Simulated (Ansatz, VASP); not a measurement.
# Cross-check of GaSb between VASP and Ansatz

Aim: how closely do two programs agree when they are given the same cell, functional and k mesh? The cell is taken from a series of runs on this material, whose earlier steps may have relaxed, scaled, displaced or heated it; both programs get it as it stands.

Method: plane waves, with VASP 6.6.1 beside it; zone-centre phonons at PBEsol, in Ansatz 0.2.0.

### 1. Starting point

Symmetry: F-43m, No. 216, cubic system. Conventional cell: a = 6.071 Å, b = 6.071 Å, c = 6.071 Å, α = 90.00°, β = 90.00°, γ = 90.00°. Ga has 4 Sb at 2.63 Å nearest. Nearest to Sb lie 4 Ga at 2.63 Å. Farther neighbours are not listed.

Structure file:

```cif
data_structure
_symmetry_space_group_name_H-M 'F-43m'
_symmetry_Int_Tables_number 216
_cell_length_a 6.0706
_cell_length_b 6.0706
_cell_length_c 6.0706
_cell_angle_alpha 90.000
_cell_angle_beta 90.000
_cell_angle_gamma 90.000
_cell_volume 223.71
loop_
_atom_site_label
_atom_site_type_symbol
_atom_site_symmetry_multiplicity
_atom_site_Wyckoff_symbol
_atom_site_fract_x
_atom_site_fract_y
_atom_site_fract_z
_atom_site_occupancy
Ga1 Ga 4 b 0.50000 0.50000 0.50000 1
Sb1 Sb 4 c 0.25000 0.25000 0.25000 1
```

### 2. VASP: zone-centre phonons, PBEsol

Second derivatives magnify differences that forces hide, and they need a tight electronic threshold.

Lines of VASP's logs that name or quote its potential files are left out, and so is its time.

Input file INCAR:

```
SYSTEM = GaSb
PREC = Accurate
ENCUT = 500
EDIFF = 1E-08
NELM = 120
ISMEAR = 0
SIGMA = 0.015
LREAL = .FALSE.
ALGO = Normal
GGA = PS
NBANDS = 15
LORBIT = 11
LWAVE = .FALSE.
LCHARG = .FALSE.
ISIF = 2
ISYM = 2
IBRION = 8
LASPH = .TRUE.
GGA_COMPAT = .FALSE.
EFERMI = MIDGAP
KPAR = 2
```

Input file POSCAR:

```
GaSb
1.0
   -0.0004530110      3.0350551139      3.0350551139
    3.0350551139     -0.0004530110      3.0350551139
    3.0350551139      3.0350551139     -0.0004530110
Ga Sb
1 1
Direct
    0.0000251196      0.0000251196      0.0000251196
    0.7499748804      0.7499748804      0.7499748804
```

Input file KPOINTS:

```
Points of the shifted mesh
1728
Reciprocal
 0.0416666667  0.0416666667  0.0416666667 1
 0.0416666667  0.0416666667  0.1250000000 1
 0.0416666667  0.0416666667  0.2083333333 1
 0.0416666667  0.0416666667  0.2916666667 1
 0.0416666667  0.0416666667  0.3750000000 1
 0.0416666667  0.0416666667  0.4583333333 1
 0.0416666667  0.0416666667  0.5416666667 1
 0.0416666667  0.0416666667  0.6250000000 1
 0.0416666667  0.0416666667  0.7083333333 1
 0.0416666667  0.0416666667  0.7916666667 1
 0.0416666667  0.0416666667  0.8750000000 1
 0.0416666667  0.0416666667  0.9583333333 1
 0.0416666667  0.1250000000  0.0416666667 1
 0.0416666667  0.1250000000  0.1250000000 1
 0.0416666667  0.1250000000  0.2083333333 1
 0.0416666667  0.1250000000  0.2916666667 1
 0.0416666667  0.1250000000  0.3750000000 1
 0.0416666667  0.1250000000  0.4583333333 1
 0.0416666667  0.1250000000  0.5416666667 1
 0.0416666667  0.1250000000  0.6250000000 1
 0.0416666667  0.1250000000  0.7083333333 1
 0.0416666667  0.1250000000  0.7916666667 1
 0.0416666667  0.1250000000  0.8750000000 1
 0.0416666667  0.1250000000  0.9583333333 1
 0.0416666667  0.2083333333  0.0416666667 1
 0.0416666667  0.2083333333  0.1250000000 1
 0.0416666667  0.2083333333  0.2083333333 1
 0.0416666667  0.2083333333  0.2916666667 1
 0.0416666667  0.2083333333  0.3750000000 1
 0.0416666667  0.2083333333  0.4583333333 1
 0.0416666667  0.2083333333  0.5416666667 1
 0.0416666667  0.2083333333  0.6250000000 1
 0.0416666667  0.2083333333  0.7083333333 1
 0.0416666667  0.2083333333  0.7916666667 1
 0.0416666667  0.2083333333  0.8750000000 1
 0.0416666667  0.2083333333  0.9583333333 1
 0.0416666667  0.2916666667  0.0416666667 1
 0.0416666667  0.2916666667  0.1250000000 1
 0.0416666667  0.2916666667  0.2083333333 1
 0.0416666667  0.2916666667  0.2916666667 1
 0.0416666667  0.2916666667  0.3750000000 1
 0.0416666667  0.2916666667  0.4583333333 1
 0.0416666667  0.2916666667  0.5416666667 1
 0.0416666667  0.2916666667  0.6250000000 1
 0.0416666667  0.2916666667  0.7083333333 1
 0.0416666667  0.2916666667  0.7916666667 1
 0.0416666667  0.2916666667  0.8750000000 1
 0.0416666667  0.2916666667  0.9583333333 1
 0.0416666667  0.3750000000  0.0416666667 1
 0.0416666667  0.3750000000  0.1250000000 1
 0.0416666667  0.3750000000  0.2083333333 1
 0.0416666667  0.3750000000  0.2916666667 1
 0.0416666667  0.3750000000  0.3750000000 1
 0.0416666667  0.3750000000  0.4583333333 1
 0.0416666667  0.3750000000  0.5416666667 1
 0.0416666667  0.3750000000  0.6250000000 1
 0.0416666667  0.3750000000  0.7083333333 1
 0.0416666667  0.3750000000  0.7916666667 1
 0.0416666667  0.3750000000  0.8750000000 1
 0.0416666667  0.3750000000  0.9583333333 1
 0.0416666667  0.4583333333  0.0416666667 1
 0.0416666667  0.4583333333  0.1250000000 1
 0.0416666667  0.4583333333  0.2083333333 1
 0.0416666667  0.4583333333  0.2916666667 1
 0.0416666667  0.4583333333  0.3750000000 1
 0.0416666667  0.4583333333  0.4583333333 1
 0.0416666667  0.4583333333  0.5416666667 1
 0.0416666667  0.4583333333  0.6250000000 1
 0.0416666667  0.4583333333  0.7083333333 1
 0.0416666667  0.4583333333  0.7916666667 1
 0.0416666667  0.4583333333  0.8750000000 1
 0.0416666667  0.4583333333  0.9583333333 1
 0.0416666667  0.5416666667  0.0416666667 1
 0.0416666667  0.5416666667  0.1250000000 1
 0.0416666667  0.5416666667  0.2083333333 1
 0.0416666667  0.5416666667  0.2916666667 1
 0.0416666667  0.5416666667  0.3750000000 1
 0.0416666667  0.5416666667  0.4583333333 1
 0.0416666667  0.5416666667  0.5416666667 1
 0.0416666667  0.5416666667  0.6250000000 1
 0.0416666667  0.5416666667  0.7083333333 1
 0.0416666667  0.5416666667  0.7916666667 1
 0.0416666667  0.5416666667  0.8750000000 1
 0.0416666667  0.5416666667  0.9583333333 1
 0.0416666667  0.6250000000  0.0416666667 1
 0.0416666667  0.6250000000  0.1250000000 1
 0.0416666667  0.6250000000  0.2083333333 1
 0.0416666667  0.6250000000  0.2916666667 1
 0.0416666667  0.6250000000  0.3750000000 1
 0.0416666667  0.6250000000  0.4583333333 1
 0.0416666667  0.6250000000  0.5416666667 1
 0.0416666667  0.6250000000  0.6250000000 1
 0.0416666667  0.6250000000  0.7083333333 1
 0.0416666667  0.6250000000  0.7916666667 1
 0.0416666667  0.6250000000  0.8750000000 1
 0.0416666667  0.6250000000  0.9583333333 1
 0.0416666667  0.7083333333  0.0416666667 1
 0.0416666667  0.7083333333  0.1250000000 1
 0.0416666667  0.7083333333  0.2083333333 1
 0.0416666667  0.7083333333  0.2916666667 1
 0.0416666667  0.7083333333  0.3750000000 1
 0.0416666667  0.7083333333  0.4583333333 1
 0.0416666667  0.7083333333  0.5416666667 1
 0.0416666667  0.7083333333  0.6250000000 1
 0.0416666667  0.7083333333  0.7083333333 1
 0.0416666667  0.7083333333  0.7916666667 1
 0.0416666667  0.7083333333  0.8750000000 1
 0.0416666667  0.7083333333  0.9583333333 1
 0.0416666667  0.7916666667  0.0416666667 1
 0.0416666667  0.7916666667  0.1250000000 1
 0.0416666667  0.7916666667  0.2083333333 1
 0.0416666667  0.7916666667  0.2916666667 1
[... 1390 lines left out ...]
 0.8750000000  0.4583333333  0.1250000000 1
 0.8750000000  0.4583333333  0.2083333333 1
 0.8750000000  0.4583333333  0.2916666667 1
 0.8750000000  0.4583333333  0.3750000000 1
 0.8750000000  0.4583333333  0.4583333333 1
 0.8750000000  0.4583333333  0.5416666667 1
 0.8750000000  0.4583333333  0.6250000000 1
 0.8750000000  0.4583333333  0.7083333333 1
 0.8750000000  0.4583333333  0.7916666667 1
 0.8750000000  0.4583333333  0.8750000000 1
 0.8750000000  0.4583333333  0.9583333333 1
 0.8750000000  0.5416666667  0.0416666667 1
 0.8750000000  0.5416666667  0.1250000000 1
 0.8750000000  0.5416666667  0.2083333333 1
 0.8750000000  0.5416666667  0.2916666667 1
 0.8750000000  0.5416666667  0.3750000000 1
 0.8750000000  0.5416666667  0.4583333333 1
 0.8750000000  0.5416666667  0.5416666667 1
 0.8750000000  0.5416666667  0.6250000000 1
 0.8750000000  0.5416666667  0.7083333333 1
 0.8750000000  0.5416666667  0.7916666667 1
 0.8750000000  0.5416666667  0.8750000000 1
 0.8750000000  0.5416666667  0.9583333333 1
 0.8750000000  0.6250000000  0.0416666667 1
 0.8750000000  0.6250000000  0.1250000000 1
 0.8750000000  0.6250000000  0.2083333333 1
 0.8750000000  0.6250000000  0.2916666667 1
 0.8750000000  0.6250000000  0.3750000000 1
 0.8750000000  0.6250000000  0.4583333333 1
 0.8750000000  0.6250000000  0.5416666667 1
 0.8750000000  0.6250000000  0.6250000000 1
 0.8750000000  0.6250000000  0.7083333333 1
 0.8750000000  0.6250000000  0.7916666667 1
 0.8750000000  0.6250000000  0.8750000000 1
 0.8750000000  0.6250000000  0.9583333333 1
 0.8750000000  0.7083333333  0.0416666667 1
 0.8750000000  0.7083333333  0.1250000000 1
 0.8750000000  0.7083333333  0.2083333333 1
 0.8750000000  0.7083333333  0.2916666667 1
 0.8750000000  0.7083333333  0.3750000000 1
 0.8750000000  0.7083333333  0.4583333333 1
 0.8750000000  0.7083333333  0.5416666667 1
 0.8750000000  0.7083333333  0.6250000000 1
 0.8750000000  0.7083333333  0.7083333333 1
 0.8750000000  0.7083333333  0.7916666667 1
 0.8750000000  0.7083333333  0.8750000000 1
 0.8750000000  0.7083333333  0.9583333333 1
 0.8750000000  0.7916666667  0.0416666667 1
 0.8750000000  0.7916666667  0.1250000000 1
 0.8750000000  0.7916666667  0.2083333333 1
 0.8750000000  0.7916666667  0.2916666667 1
 0.8750000000  0.7916666667  0.3750000000 1
 0.8750000000  0.7916666667  0.4583333333 1
 0.8750000000  0.7916666667  0.5416666667 1
 0.8750000000  0.7916666667  0.6250000000 1
 0.8750000000  0.7916666667  0.7083333333 1
 0.8750000000  0.7916666667  0.7916666667 1
 0.8750000000  0.7916666667  0.8750000000 1
 0.8750000000  0.7916666667  0.9583333333 1
 0.8750000000  0.8750000000  0.0416666667 1
 0.8750000000  0.8750000000  0.1250000000 1
 0.8750000000  0.8750000000  0.2083333333 1
 0.8750000000  0.8750000000  0.2916666667 1
 0.8750000000  0.8750000000  0.3750000000 1
 0.8750000000  0.8750000000  0.4583333333 1
 0.8750000000  0.8750000000  0.5416666667 1
 0.8750000000  0.8750000000  0.6250000000 1
 0.8750000000  0.8750000000  0.7083333333 1
 0.8750000000  0.8750000000  0.7916666667 1
 0.8750000000  0.8750000000  0.8750000000 1
 0.8750000000  0.8750000000  0.9583333333 1
 0.8750000000  0.9583333333  0.0416666667 1
 0.8750000000  0.9583333333  0.1250000000 1
 0.8750000000  0.9583333333  0.2083333333 1
 0.8750000000  0.9583333333  0.2916666667 1
 0.8750000000  0.9583333333  0.3750000000 1
 0.8750000000  0.9583333333  0.4583333333 1
 0.8750000000  0.9583333333  0.5416666667 1
 0.8750000000  0.9583333333  0.6250000000 1
 0.8750000000  0.9583333333  0.7083333333 1
 0.8750000000  0.9583333333  0.7916666667 1
 0.8750000000  0.9583333333  0.8750000000 1
 0.8750000000  0.9583333333  0.9583333333 1
 0.9583333333  0.0416666667  0.0416666667 1
 0.9583333333  0.0416666667  0.1250000000 1
 0.9583333333  0.0416666667  0.2083333333 1
 0.9583333333  0.0416666667  0.2916666667 1
 0.9583333333  0.0416666667  0.3750000000 1
 0.9583333333  0.0416666667  0.4583333333 1
 0.9583333333  0.0416666667  0.5416666667 1
 0.9583333333  0.0416666667  0.6250000000 1
 0.9583333333  0.0416666667  0.7083333333 1
 0.9583333333  0.0416666667  0.7916666667 1
 0.9583333333  0.0416666667  0.8750000000 1
 0.9583333333  0.0416666667  0.9583333333 1
 0.9583333333  0.1250000000  0.0416666667 1
 0.9583333333  0.1250000000  0.1250000000 1
 0.9583333333  0.1250000000  0.2083333333 1
 0.9583333333  0.1250000000  0.2916666667 1
 0.9583333333  0.1250000000  0.3750000000 1
 0.9583333333  0.1250000000  0.4583333333 1
 0.9583333333  0.1250000000  0.5416666667 1
 0.9583333333  0.1250000000  0.6250000000 1
 0.9583333333  0.1250000000  0.7083333333 1
 0.9583333333  0.1250000000  0.7916666667 1
 0.9583333333  0.1250000000  0.8750000000 1
 0.9583333333  0.1250000000  0.9583333333 1
 0.9583333333  0.2083333333  0.0416666667 1
 0.9583333333  0.2083333333  0.1250000000 1
 0.9583333333  0.2083333333  0.2083333333 1
 0.9583333333  0.2083333333  0.2916666667 1
 0.9583333333  0.2083333333  0.3750000000 1
 0.9583333333  0.2083333333  0.4583333333 1
 0.9583333333  0.2083333333  0.5416666667 1
 0.9583333333  0.2083333333  0.6250000000 1
 0.9583333333  0.2083333333  0.7083333333 1
 0.9583333333  0.2083333333  0.7916666667 1
 0.9583333333  0.2083333333  0.8750000000 1
 0.9583333333  0.2083333333  0.9583333333 1
 0.9583333333  0.2916666667  0.0416666667 1
 0.9583333333  0.2916666667  0.1250000000 1
 0.9583333333  0.2916666667  0.2083333333 1
 0.9583333333  0.2916666667  0.2916666667 1
 0.9583333333  0.2916666667  0.3750000000 1
 0.9583333333  0.2916666667  0.4583333333 1
 0.9583333333  0.2916666667  0.5416666667 1
 0.9583333333  0.2916666667  0.6250000000 1
 0.9583333333  0.2916666667  0.7083333333 1
 0.9583333333  0.2916666667  0.7916666667 1
 0.9583333333  0.2916666667  0.8750000000 1
 0.9583333333  0.2916666667  0.9583333333 1
 0.9583333333  0.3750000000  0.0416666667 1
 0.9583333333  0.3750000000  0.1250000000 1
 0.9583333333  0.3750000000  0.2083333333 1
 0.9583333333  0.3750000000  0.2916666667 1
 0.9583333333  0.3750000000  0.3750000000 1
 0.9583333333  0.3750000000  0.4583333333 1
 0.9583333333  0.3750000000  0.5416666667 1
 0.9583333333  0.3750000000  0.6250000000 1
 0.9583333333  0.3750000000  0.7083333333 1
 0.9583333333  0.3750000000  0.7916666667 1
 0.9583333333  0.3750000000  0.8750000000 1
 0.9583333333  0.3750000000  0.9583333333 1
 0.9583333333  0.4583333333  0.0416666667 1
 0.9583333333  0.4583333333  0.1250000000 1
 0.9583333333  0.4583333333  0.2083333333 1
 0.9583333333  0.4583333333  0.2916666667 1
 0.9583333333  0.4583333333  0.3750000000 1
 0.9583333333  0.4583333333  0.4583333333 1
 0.9583333333  0.4583333333  0.5416666667 1
 0.9583333333  0.4583333333  0.6250000000 1
 0.9583333333  0.4583333333  0.7083333333 1
 0.9583333333  0.4583333333  0.7916666667 1
 0.9583333333  0.4583333333  0.8750000000 1
 0.9583333333  0.4583333333  0.9583333333 1
 0.9583333333  0.5416666667  0.0416666667 1
 0.9583333333  0.5416666667  0.1250000000 1
 0.9583333333  0.5416666667  0.2083333333 1
 0.9583333333  0.5416666667  0.2916666667 1
 0.9583333333  0.5416666667  0.3750000000 1
 0.9583333333  0.5416666667  0.4583333333 1
 0.9583333333  0.5416666667  0.5416666667 1
 0.9583333333  0.5416666667  0.6250000000 1
 0.9583333333  0.5416666667  0.7083333333 1
 0.9583333333  0.5416666667  0.7916666667 1
 0.9583333333  0.5416666667  0.8750000000 1
 0.9583333333  0.5416666667  0.9583333333 1
 0.9583333333  0.6250000000  0.0416666667 1
 0.9583333333  0.6250000000  0.1250000000 1
 0.9583333333  0.6250000000  0.2083333333 1
 0.9583333333  0.6250000000  0.2916666667 1
 0.9583333333  0.6250000000  0.3750000000 1
 0.9583333333  0.6250000000  0.4583333333 1
 0.9583333333  0.6250000000  0.5416666667 1
 0.9583333333  0.6250000000  0.6250000000 1
 0.9583333333  0.6250000000  0.7083333333 1
 0.9583333333  0.6250000000  0.7916666667 1
 0.9583333333  0.6250000000  0.8750000000 1
 0.9583333333  0.6250000000  0.9583333333 1
 0.9583333333  0.7083333333  0.0416666667 1
 0.9583333333  0.7083333333  0.1250000000 1
 0.9583333333  0.7083333333  0.2083333333 1
 0.9583333333  0.7083333333  0.2916666667 1
 0.9583333333  0.7083333333  0.3750000000 1
 0.9583333333  0.7083333333  0.4583333333 1
 0.9583333333  0.7083333333  0.5416666667 1
 0.9583333333  0.7083333333  0.6250000000 1
 0.9583333333  0.7083333333  0.7083333333 1
 0.9583333333  0.7083333333  0.7916666667 1
 0.9583333333  0.7083333333  0.8750000000 1
 0.9583333333  0.7083333333  0.9583333333 1
 0.9583333333  0.7916666667  0.0416666667 1
 0.9583333333  0.7916666667  0.1250000000 1
 0.9583333333  0.7916666667  0.2083333333 1
 0.9583333333  0.7916666667  0.2916666667 1
 0.9583333333  0.7916666667  0.3750000000 1
 0.9583333333  0.7916666667  0.4583333333 1
 0.9583333333  0.7916666667  0.5416666667 1
 0.9583333333  0.7916666667  0.6250000000 1
 0.9583333333  0.7916666667  0.7083333333 1
 0.9583333333  0.7916666667  0.7916666667 1
 0.9583333333  0.7916666667  0.8750000000 1
 0.9583333333  0.7916666667  0.9583333333 1
 0.9583333333  0.8750000000  0.0416666667 1
 0.9583333333  0.8750000000  0.1250000000 1
 0.9583333333  0.8750000000  0.2083333333 1
 0.9583333333  0.8750000000  0.2916666667 1
 0.9583333333  0.8750000000  0.3750000000 1
 0.9583333333  0.8750000000  0.4583333333 1
 0.9583333333  0.8750000000  0.5416666667 1
 0.9583333333  0.8750000000  0.6250000000 1
 0.9583333333  0.8750000000  0.7083333333 1
 0.9583333333  0.8750000000  0.7916666667 1
 0.9583333333  0.8750000000  0.8750000000 1
 0.9583333333  0.8750000000  0.9583333333 1
 0.9583333333  0.9583333333  0.0416666667 1
 0.9583333333  0.9583333333  0.1250000000 1
 0.9583333333  0.9583333333  0.2083333333 1
 0.9583333333  0.9583333333  0.2916666667 1
 0.9583333333  0.9583333333  0.3750000000 1
 0.9583333333  0.9583333333  0.4583333333 1
 0.9583333333  0.9583333333  0.5416666667 1
 0.9583333333  0.9583333333  0.6250000000 1
 0.9583333333  0.9583333333  0.7083333333 1
 0.9583333333  0.9583333333  0.7916666667 1
 0.9583333333  0.9583333333  0.8750000000 1
 0.9583333333  0.9583333333  0.9583333333 1
```

PAW data sets: Ga_d and Sb (PBE family, release 64).

Run with:

```
mpirun -np 2 vasp_std
```

Numbers of over 12 decimals in the logs are rounded to 6 here.

What it wrote:

```text
[banner, memory and clock lines left out]
running    2 mpi-ranks, on    1 nodes
[...]
|                                                                             |
|               ----> ADVICE to this user running VASP <----                  |
|                                                                             |
|     You enforced a specific xc type in the INCAR file but a different       |
|     [... a line on the potential file left out ...]
|     I HOPE YOU KNOW WHAT YOU ARE DOING!                                     |
|                                                                             |

 LDA part: xc-table for (Slater+PW92), standard interpolation
 POSCAR, INCAR and KPOINTS ok, starting setup
[...]
entering main loop
       N       E                     dE             d eps       ncg     rms          rms(c)
DAV:   1     0.794722411321E+02    0.79472E+02   -0.85323E+03 52686   0.145E+03
DAV:   2    -0.218159996724E+01   -0.81654E+02   -0.78743E+02 60527   0.299E+02
DAV:   3    -0.814890412454E+01   -0.59673E+01   -0.59495E+01 62291   0.667E+01
DAV:   4    -0.825340725767E+01   -0.10450E+00   -0.10449E+00 64246   0.991E+00
DAV:   5    -0.825590974797E+01   -0.25025E-02   -0.25024E-02 67222   0.135E+00    0.322E+00
DAV:   6    -0.817851735523E+01    0.77392E-01   -0.88164E-02 67803   0.533E+00    0.189E+00
DAV:   7    -0.815102013071E+01    0.27497E-01   -0.47326E-02 64811   0.204E+00    0.367E-01
DAV:   8    -0.815108359745E+01   -0.63467E-04   -0.49903E-03 67224   0.901E-01    0.108E-01
[...]
DAV:  12    -0.815135965763E+01   -0.83419E-07   -0.43684E-07 68192   0.655E-03    0.889E-04
DAV:  13    -0.815135963554E+01    0.22092E-07   -0.45583E-08 60063   0.142E-03    0.539E-04
DAV:  14    -0.815135967718E+01   -0.41642E-07   -0.38793E-09 53213   0.854E-04    0.862E-05
DAV:  15    -0.815135968619E+01   -0.90104E-08   -0.76163E-10 36175   0.351E-04
   1 F= -.81513597E+01 E0= -.81513597E+01  d E =-.203977E-98
 Linear response reoptimize wavefunctions to high precision
DAV:   1    -0.815135968197E+01    0.42246E-08   -0.16596E-10 39507   0.162E-04
DAV:   2    -0.815135968197E+01   -0.90949E-12   -0.45108E-11 31772   0.694E-05
 Linear response DOF=           2
 Linear response progress:
  Degree of freedom:   1/  2
       N       E                     dE             d eps       ncg     rms          rms(c)
RMM:   1    -0.166025560389E+00   -0.16603E+00    0.71733E-02 64694   0.809E+00
RMM:   2    -0.164821033287E+00    0.12045E-02   -0.27859E-02 98242   0.137E+00    0.394E-02
RMM:   3    -0.164908222778E+00   -0.87189E-04   -0.35801E-03102371   0.427E-01    0.268E-02
RMM:   4    -0.164795362689E+00    0.11286E-03   -0.15566E-03110603   0.197E-01    0.132E-02
RMM:   5    -0.164790583567E+00    0.47791E-05   -0.75124E-05108038   0.519E-02    0.456E-03
RMM:   6    -0.164796645431E+00   -0.60619E-05   -0.43253E-06108754   0.213E-02    0.427E-04
RMM:   7    -0.164792887323E+00    0.37581E-05   -0.38306E-06106052   0.915E-03    0.521E-04
RMM:   8    -0.164794765499E+00   -0.18782E-05    0.59876E-07105800   0.426E-03    0.194E-04
[...]
RMM:  13    -0.164797537435E+00   -0.78986E-07    0.20185E-08106601   0.122E-04    0.546E-06
RMM:  14    -0.164797571768E+00   -0.34334E-07    0.25422E-08108899   0.668E-05    0.221E-06
RMM:  15    -0.164797585242E+00   -0.13473E-07   -0.23595E-08108580   0.383E-05    0.108E-06
RMM:  16    -0.164797593603E+00   -0.83614E-08   -0.61310E-09104284   0.240E-05    0.249E-07
 first order change of Fermi-energy  -0.60431E+00
 force on displaced ion       1 direction 1 :  -8.381  -0.001  -0.001
 Linear response progress:
  Degree of freedom:   2/  2
       N       E                     dE             d eps       ncg     rms          rms(c)
RMM:   1    -0.285546172306E-01   -0.28555E-01    0.30405E-03105005   0.138E+00
RMM:   2    -0.256365925541E-01    0.29180E-02   -0.36866E-03 95206   0.393E-01    0.669E-02
RMM:   3    -0.255814775719E-01    0.55115E-04   -0.20877E-04104509   0.104E-01    0.363E-02
RMM:   4    -0.256335499804E-01   -0.52072E-04   -0.41663E-05105117   0.448E-02    0.451E-03
RMM:   5    -0.256443050413E-01   -0.10755E-04   -0.59441E-06109300   0.157E-02    0.280E-03
RMM:   6    -0.256374526005E-01    0.68524E-05   -0.10188E-06104752   0.547E-03    0.822E-04
RMM:   7    -0.256363443721E-01    0.11082E-05   -0.89960E-08108541   0.166E-03    0.254E-04
RMM:   8    -0.256357357623E-01    0.60861E-06   -0.18648E-08103444   0.592E-04    0.823E-05
RMM:   9    -0.256356272080E-01    0.10855E-06   -0.22139E-09104435   0.225E-04    0.254E-05
RMM:  10    -0.256356246973E-01    0.25106E-08   -0.87933E-10104261   0.913E-05    0.189E-06
 first order change of Fermi-energy   0.60431E+00
 force on displaced ion       2 direction 1 :  -8.430  -0.001  -0.001
 Linear response finished
```

[end of part 1 of 2]

[Lines on the potential files, build, host, timing and source positions are cut from VASP's logs without a mark.]

[Logs are printed without paths, hosts, clocks, repeated set-up lines and the standing remarks that a program may print on its own settings, such as how far it seeks lower states.]

[Hosts, paths, dates, database ids (printed as entryN), source tags and the programs' standing remarks are cut or masked in the printed files.]
